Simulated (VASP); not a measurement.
Input:

```
CELL_PARAMETERS angstrom
      1.29115    -2.04271     0.00000
      1.29115     2.04271     0.00000
      0.00000     0.00000     4.10200
ATOMIC_POSITIONS crystal
  Cu 0.50000 0.50000 0.50000
  Ni 0.00000 0.00000 0.00000
```

Calculation: PBEsol GGA, VASP's PBE PAW potentials (set 64) (plane waves; VASP). Numerical set-up: 400 eV cut-off, Gaussian smearing of 0.050 eV, potentials Cu Ni.

The run has a spin-polarised start.

Question: Give the spin-up energies of bands 1 to 12 at the high-symmetry points, in eV from the Fermi level.

Answer: 
```json
[
 {"band": "1", "Γ": "-9.33", "Y": "-4.98", "C0": "-3.98", "Z": "-7.39", "A0": "-3.63", "T": "-4.47", "S": "-4.57", "R": "-4.88"},
 {"band": "2", "Γ": "-4.91", "Y": "-4.49", "C0": "-3.72", "Z": "-6.83", "A0": "-3.63", "T": "-3.96", "S": "-3.83", "R": "-4.80"},
 {"band": "3", "Γ": "-3.20", "Y": "-4.31", "C0": "-3.65", "Z": "-3.24", "A0": "-3.56", "T": "-3.63", "S": "-3.76", "R": "-3.74"},
 {"band": "4", "Γ": "-2.83", "Y": "-2.98", "C0": "-3.40", "Z": "-3.13", "A0": "-3.45", "T": "-3.21", "S": "-3.13", "R": "-3.30"},
 {"band": "5", "Γ": "-2.40", "Y": "-1.72", "C0": "-3.15", "Z": "-2.44", "A0": "-3.27", "T": "-2.44", "S": "-2.80", "R": "-1.79"},
 {"band": "6", "Γ": "-2.05", "Y": "-1.19", "C0": "-1.53", "Z": "-2.17", "A0": "-2.55", "T": "-2.33", "S": "-2.30", "R": "-1.43"},
 {"band": "7", "Γ": "-1.90", "Y": "-1.08", "C0": "-1.46", "Z": "-2.02", "A0": "-1.32", "T": "-1.18", "S": "-2.04", "R": "-0.83"},
 {"band": "8", "Γ": "-1.76", "Y": "-0.69", "C0": "-1.30", "Z": "-1.99", "A0": "-1.09", "T": "-1.10", "S": "-1.37", "R": "-0.36"},
 {"band": "9", "Γ": "-1.08", "Y": "-0.32", "C0": "-0.98", "Z": "-1.76", "A0": "-0.90", "T": "-1.02", "S": "-0.62", "R": "-0.15"},
 {"band": "10", "Γ": "-0.72", "Y": "-0.23", "C0": "-0.62", "Z": "-1.19", "A0": "-0.30", "T": "0.27", "S": "0.06", "R": "0.04"},
 {"band": "11", "Γ": "-0.26", "Y": "0.28", "C0": "4.07", "Z": "-0.57", "A0": "5.39", "T": "3.51", "S": "1.33", "R": "0.23"},
 {"band": "12", "Γ": "-0.06", "Y": "5.24", "C0": "4.35", "Z": "-0.28", "A0": "6.12", "T": "3.62", "S": "2.15", "R": "0.49"}
]
```

Question: Give the spin-down energies of bands 1 to 12 at the high-symmetry points, in eV from the Fermi level.

Answer: 
```tsv
band	Γ	Y	C0	Z	A0	T	S	R
1	-9.33	-4.98	-3.98	-7.39	-3.63	-4.47	-4.57	-4.88
2	-4.91	-4.49	-3.72	-6.83	-3.63	-3.96	-3.83	-4.80
3	-3.20	-4.31	-3.65	-3.24	-3.56	-3.63	-3.76	-3.74
4	-2.83	-2.98	-3.40	-3.13	-3.45	-3.21	-3.13	-3.30
5	-2.40	-1.72	-3.15	-2.44	-3.27	-2.44	-2.80	-1.79
6	-2.05	-1.19	-1.53	-2.17	-2.55	-2.33	-2.30	-1.43
7	-1.90	-1.08	-1.46	-2.02	-1.32	-1.18	-2.04	-0.83
8	-1.76	-0.69	-1.30	-1.99	-1.09	-1.10	-1.37	-0.36
9	-1.08	-0.32	-0.98	-1.76	-0.90	-1.02	-0.62	-0.15
10	-0.72	-0.23	-0.62	-1.19	-0.30	0.27	0.06	0.04
11	-0.26	0.28	4.07	-0.57	5.39	3.51	1.33	0.23
12	-0.06	5.24	4.35	-0.28	6.12	3.62	2.15	0.49
```

It has no gap at this level: it comes out as a metal or semimetal.

The structure comes from a computed database's CuNi entry (Cmmm); how it stands against other phases isn't given here. It was relaxed first.
